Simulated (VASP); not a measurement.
All values below come from PBE GGA, VASP's PBE PAW potentials (set 64) (plane waves; VASP).

VASP input:

KPOINTS:
```
Automatic mesh
0
Gamma
6 6 6
0 0 0
```

**POSCAR**
```
CeO2
1
    0.0000000000     2.7591000000     2.7591000000
    2.7591000000     0.0000000000     2.7591000000
    2.7591000000     2.7591000000     0.0000000000
Ce O
1 2
Direct
  0.0000000000   0.0000000000   0.0000000000
  0.2500000000   0.2500000000   0.2500000000
  0.7500000000   0.7500000000   0.7500000000
```

**INCAR**
```
! general
SYSTEM   =  CeO2
PREC     =  Accurate
ENCUT    =  520
LREAL    =  .FALSE.
LASPH    =  .TRUE.   ! aspherical one-centre terms

! electronic loop
EDIFF    =  1E-6   ! SCF stop (eV)
NELM     =  100
ALGO     =  Normal   ! blocked Davidson
LMAXMIX  =  6   ! l cut-off of mixed one-centre charges

! smearing
ISMEAR   =  0
SIGMA    =  0.3   ! width (eV)

! functional
GGA      =  PE

! ions
ISIF     =  2

! output
LWAVE    =  .FALSE.
LCHARG   =  .FALSE.
```

POTCAR, in this order: Ce O (PBE.64 set). Program: vasp_std.

The resulting files:

### OSZICAR
```
       N       E                     dE             d eps       ncg     rms          rms(c)
DAV:   1     0.229717285699E+03    0.22972E+03   -0.11420E+04   512   0.194E+03
DAV:   2     0.957905513246E+01   -0.22014E+03   -0.21284E+03   800   0.305E+02
DAV:   3    -0.303675404152E+02   -0.39947E+02   -0.35935E+02   688   0.152E+02
DAV:   4    -0.317728262088E+02   -0.14053E+01   -0.14052E+01   744   0.298E+01
DAV:   5    -0.318478764712E+02   -0.75050E-01   -0.75046E-01   856   0.640E+00    0.269E+01
DAV:   6    -0.309510593690E+02    0.89682E+00   -0.10730E+02   768   0.586E+01    0.339E+01
DAV:   7    -0.285365691063E+02    0.24145E+01   -0.21726E+02   832   0.133E+02    0.192E+01
DAV:   8    -0.279848467214E+02    0.55172E+00   -0.46623E+00   624   0.226E+01    0.136E+01
DAV:   9    -0.264106139157E+02    0.15742E+01   -0.61909E+00   728   0.206E+01    0.266E+00
DAV:  10    -0.263263796418E+02    0.84234E-01   -0.27474E-01   920   0.489E+00    0.193E+00
DAV:  11    -0.262746583572E+02    0.51721E-01   -0.67257E-02   744   0.253E+00    0.154E+00
DAV:  12    -0.262196323841E+02    0.55026E-01   -0.17208E-01   824   0.402E+00    0.704E-01
DAV:  13    -0.262212174836E+02   -0.15851E-02   -0.24636E-01   792   0.447E+00    0.106E+00
DAV:  14    -0.262134635367E+02    0.77539E-02   -0.11676E-01   816   0.306E+00    0.279E-01
DAV:  15    -0.262133830981E+02    0.80439E-04   -0.10605E-02   752   0.954E-01    0.132E-01
DAV:  16    -0.262132885402E+02    0.94558E-04   -0.51944E-03   680   0.699E-01    0.109E-01
DAV:  17    -0.262131902913E+02    0.98249E-04   -0.17357E-03   816   0.389E-01    0.309E-02
DAV:  18    -0.262131894527E+02    0.83859E-06   -0.23865E-05   760   0.356E-02    0.271E-02
DAV:  19    -0.262131820077E+02    0.74450E-05   -0.29428E-05   848   0.463E-02    0.101E-02
DAV:  20    -0.262131797049E+02    0.23028E-05   -0.15400E-05   688   0.361E-02    0.176E-03
DAV:  21    -0.262131797146E+02   -0.96738E-08   -0.22061E-07   384   0.446E-03
   1 F= -.26213180E+02 E0= -.26213178E+02  d E =-.399333E-05
```

OUTCAR:
```
------------------------ aborting loop because EDIFF is reached ----------------------------------------
  FORCE on cell =-STRESS in cart. coord.  units (eV):
  Direction    XX          YY          ZZ          XY          YZ          ZX
  --------------------------------------------------------------------------------------
  Total       -1.2714428     -1.2714428     -1.2714428      0.0000000      0.0000000      0.0000000
  in kB      -48.4925592    -48.4925592    -48.4925592      0.0000000      0.0000000      0.0000000
  external PRESSURE =     -48.4925592 kB  Pullay stress =       0.0000000 kB
  volume of cell :       42.01
      direct lattice vectors                 reciprocal lattice vectors
     0.000000000  2.759100000  2.759100000    -0.181218513  0.181218513  0.181218513
     2.759100000  0.000000000  2.759100000     0.181218513 -0.181218513  0.181218513
     2.759100000  2.759100000  0.000000000     0.181218513  0.181218513 -0.181218513
 POSITION                                       TOTAL-FORCE (eV/Angst)
 -----------------------------------------------------------------------------------
      0.00000      0.00000      0.00000        -0.000000      0.000000     -0.000000
      1.37955      1.37955      1.37955         0.000000      0.000000     -0.000000
      4.13865      4.13865      4.13865        -0.000000     -0.000000      0.000000
 -----------------------------------------------------------------------------------
    total drift:                                0.000000     -0.000000      0.000000
  FREE ENERGIE OF THE ION-ELECTRON SYSTEM (eV)
  ---------------------------------------------------
  free  energy   TOTEN  =       -26.2131797146 eV

  energy  without entropy=      -26.2131757213  energy(sigma->0) =      -26.21317772
```
(Selected blocks of OUTCAR.)

The compound is CeO2 in the fluorite structure. The cell was not relaxed at this level. The run is one of a series of settings (SIGMA = 0.3 against the base run), some of them coarse on purpose. The run is not spin-polarised, so no magnetic state was tried.
